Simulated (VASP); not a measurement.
Consider the following.

```
Ta
1.0
   -1.67358     1.67358     1.67358
    1.67358    -1.67358     1.67358
    1.67358     1.67358    -1.67358
Ta
1
Cartesian
  0.00000   0.00000   0.00000
```

Computed with optB88-vdW, VASP's PBE PAW potentials (set 64) (plane waves; VASP). Run with 520 eV cut-off, 15×15×15 Γ-centred mesh, first-order Methfessel-Paxton smearing of 0.10 eV, potentials Ta_pv.

**Question.** Give the stress tensor in GPa (positive for a compressed cell).

**Answer.** 
```
-6.08   0.00   0.00
 0.00  -6.08   0.00
 0.00   0.00  -6.08
```
The pressure is its mean diagonal, -6.08 GPa.

The compound is Ta in the bcc structure. This cell is one point of a volume scan, at 1.03 of the reference volume.
